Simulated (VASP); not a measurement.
VASP ran on this input.

**POSCAR**
```
MgS
1
    0.0000000000     2.6000000000     2.6000000000
    2.6000000000     0.0000000000     2.6000000000
    2.6000000000     2.6000000000     0.0000000000
Mg S
1 1
Direct
  0.0000000000   0.0000000000   0.0000000000
  0.5000000000   0.5000000000   0.5000000000
```

**KPOINTS**
```
Automatic mesh
0
Gamma
7 7 7
0 0 0
```

INCAR:
```
SYSTEM = MgS
PREC = Accurate
ENCUT = 400
EDIFF = 1E-6
NELM = 100
ALGO = Normal
LREAL = .FALSE.
LASPH = .TRUE.
ISMEAR = 1
SIGMA = 0.8
GGA = PE
LWAVE = .FALSE.
LCHARG = .FALSE.
ISIF = 2
```

POTCAR, in this order: Mg S (PBE.64 set). Program: vasp_std.

The run wrote:

**standard output**
```
 POSCAR found type information on POSCAR MgS
 POSCAR found :  2 types and       2 ions
 Reading from existing POTCAR
 Reading from existing POTCAR
 LDA part: xc-table for (Slater+PW92), standard interpolation
 POSCAR, INCAR and KPOINTS ok, starting setup
 WAVECAR not read
 entering main loop
       N       E                     dE             d eps       ncg     rms          rms(c)
DAV:   1     0.176393141629E+02    0.17639E+02   -0.32032E+03   336   0.651E+02
DAV:   2    -0.813337548586E+01   -0.25773E+02   -0.23650E+02   440   0.962E+01
DAV:   3    -0.887271426297E+01   -0.73934E+00   -0.73786E+00   384   0.220E+01
DAV:   4    -0.887611436908E+01   -0.34001E-02   -0.34001E-02   544   0.167E+00
DAV:   5    -0.887611575750E+01   -0.13884E-05   -0.13887E-05   384   0.356E-02    0.441E+00
DAV:   6    -0.851724356749E+01    0.35887E+00   -0.92473E-01   336   0.477E+00    0.348E+00
DAV:   7    -0.847682849610E+01    0.40415E-01   -0.23544E-01   408   0.259E+00    0.229E+00
DAV:   8    -0.847690786154E+01   -0.79365E-04   -0.12862E-02   400   0.954E-01    0.859E-01
DAV:   9    -0.847675264792E+01    0.15521E-03   -0.47031E-04   352   0.176E-01    0.280E-01
DAV:  10    -0.847679137109E+01   -0.38723E-04   -0.13808E-04   472   0.773E-02    0.131E-02
DAV:  11    -0.847678943574E+01    0.19353E-05   -0.18891E-05   368   0.227E-02    0.125E-02
DAV:  12    -0.847678940389E+01    0.31848E-07   -0.35297E-07   200   0.522E-03
   1 F= -.84767894E+01 E0= -.84971143E+01  d E =0.609748E-01
```

**OUTCAR**
```
------------------------ aborting loop because EDIFF is reached ----------------------------------------
  FORCE on cell =-STRESS in cart. coord.  units (eV):
  Direction    XX          YY          ZZ          XY          YZ          ZX
  --------------------------------------------------------------------------------------
  Total        0.1749134      0.1749134      0.1749134      0.0000000      0.0000000     -0.0000000
  in kB        7.9722984      7.9722984      7.9722984      0.0000000      0.0000000     -0.0000000
  external PRESSURE =       7.9722984 kB  Pullay stress =       0.0000000 kB
  volume of cell :       35.15
      direct lattice vectors                 reciprocal lattice vectors
     0.000000000  2.600000000  2.600000000    -0.192307692  0.192307692  0.192307692
     2.600000000  0.000000000  2.600000000     0.192307692 -0.192307692  0.192307692
     2.600000000  2.600000000  0.000000000     0.192307692  0.192307692 -0.192307692
 POSITION                                       TOTAL-FORCE (eV/Angst)
 -----------------------------------------------------------------------------------
      0.00000      0.00000      0.00000         0.000000     -0.000000     -0.000000
      2.60000      2.60000      2.60000        -0.000000      0.000000      0.000000
 -----------------------------------------------------------------------------------
    total drift:                               -0.000000     -0.000000      0.000000
  FREE ENERGIE OF THE ION-ELECTRON SYSTEM (eV)
  ---------------------------------------------------
  free  energy   TOTEN  =        -8.4767894039 eV

  energy  without entropy=       -8.5377641967  energy(sigma->0) =       -8.49711433
```
(Selected blocks of OUTCAR.)

### Question
Read input and log: which fault does this run have?
A. SIGMA is far too large
B. LDA potentials were taken and GGA is not set, so the run is LDA and not PBE
C. the lattice vectors form a left-handed set
D. EDIFF is too loose for the force threshold

### Answer
A, SIGMA is far too large. The run ends without an error. Against the sound run, the energy per atom (σ→0) rises by 0.002 eV/atom; the pressure falls by 0.24 GPa; the band gap increases by 0.01 eV.

To mend it, set ISMEAR = 0, set SIGMA = 0.05.

The mended run (PBE GGA, plane waves, VASP's PBE PAW potentials (set 64)) converges, and its OSZICAR ends with
```
   1 F= -.85005522E+01 E0= -.85005522E+01  d E =-.182974E-15
```

The compound is MgS in the rock salt structure. The cell was not relaxed at this level.
